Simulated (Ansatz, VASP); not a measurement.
Given: the input of a run of VASP 6.6.1 on LiTiB4.

File INCAR:

```
SYSTEM = LiTiB4
PREC = Accurate ; ENCUT = 600
EDIFF = 1E-6 ; ISMEAR = -1
SIGMA = 0.05 ; LREAL = .False.
LASPH = .True. ; NELM = 80
ALGO = Fast ; ISIF = 3
LWAVE = .False. ; LCHARG = .False.
GGA = RP ; IBRION = 2
NSW = 40 ; EDIFFG = -0.01
```

File KPOINTS:

```
regular mesh
0
Gamma
  7 7 3
  0 0 0
```

The input POSCAR:

```
LiTiB4
1.0
    3.0209600000      0.0000000000      0.0000000000
   -1.5104800000      2.6162300000      0.0000000000
    0.0000000000      0.0000000000      6.7608500000
Li Ti B
1 1 4
Direct
    0.0000000000      0.0000000000      0.5000000000
    0.0000000000      0.0000000000      0.0000000000
    0.3333300000      0.6666700000      0.7673400000
    0.6666700000      0.3333300000      0.7673400000
    0.3333300000      0.6666700000      0.2326600000
    0.6666700000      0.3333300000      0.2326600000
```

Potentials or basis: VASP PAW PBE potentials, release 64 (Li_sv, Ti_sv, B).

The run is started by

```sh
$ cat potpaw_PBE.64/Li_sv/POTCAR potpaw_PBE.64/Ti_sv/POTCAR potpaw_PBE.64/B/POTCAR > POTCAR
$ mpirun -np 1 vasp_std > vasp.out
```

Question: Translate it to Ansatz 0.2.0. Potentials there: Ansatz PAW.

Answer: As run (the cutoff follows the program's own potentials):

Contents of input.yaml:

```yaml
crystal:
  lattice:
    - [3.02096, 0.0, 0.0]
    - [-1.51048, 2.61623, 0.0]
    - [0.0, 0.0, 6.76085]
  atoms:
    - { symbol: Li, position: [0.0, 0.0, 0.5] }
    - { symbol: Ti, position: [0.0, 0.0, 0.0] }
    - { symbol: B, position: [0.33333, 0.66667, 0.76734] }
    - { symbol: B, position: [0.66667, 0.33333, 0.76734] }
    - { symbol: B, position: [0.33333, 0.66667, 0.23266] }
    - { symbol: B, position: [0.66667, 0.33333, 0.23266] }
hamiltonian:
  xc: rpbe
  pseudopotentials: { kind: paw }
kpoints:
  mp_grid: { grid: [7, 7, 3] }
scf:
  occupations: { method: fermi_dirac, width: 0.05 }
output:
  forces: true
  stress: true
  eigenvalues: true
relax:
  f_tol: 0.01
  max_steps: 40
  cell: { stress_tol: 0.05 }
```

Potentials or basis: Ansatz PAW.

The run is started by

```bash
$ ansatz run input.yaml --threads 2 --pin off --max-ram 5632MiB --backend cpu --events-out ev --progress --plain --runs-dir out
```

Both were run:

|  | VASP | Ansatz | Ansatz less VASP |
| --- | --- | --- | --- |
| gap on the k mesh at the Fermi level, each at its own relaxed structure (eV) | none | none | - |
| relaxed volume (Å³/atom) | 9.07 | 9.09 | +0.027 |
| relaxed cell length with the largest relative difference (Å) | 6.798 | 6.813 | +0.0153 |
| energy change over the relaxation (meV/atom) | -2 | -2 | -0.2 |

A gap of «none» marks a metal or a gap that the smearing closes.

Caveats: the cutoff is under 1.25 times the usual one of these potentials, so pressure, stress and relaxed cells hold a basis-set (Pulay) error (VASP); the PAW data sets were made with another functional, which shifts forces and pressure a little (VASP); the plane-wave basis is chosen anew once the cell has moved, so the energies of steps on either side of that aren't comparable (Ansatz); the PAW data sets come from PBE, with cores solved anew for the run's functional, which leaves a small shift of forces and pressure (Ansatz).
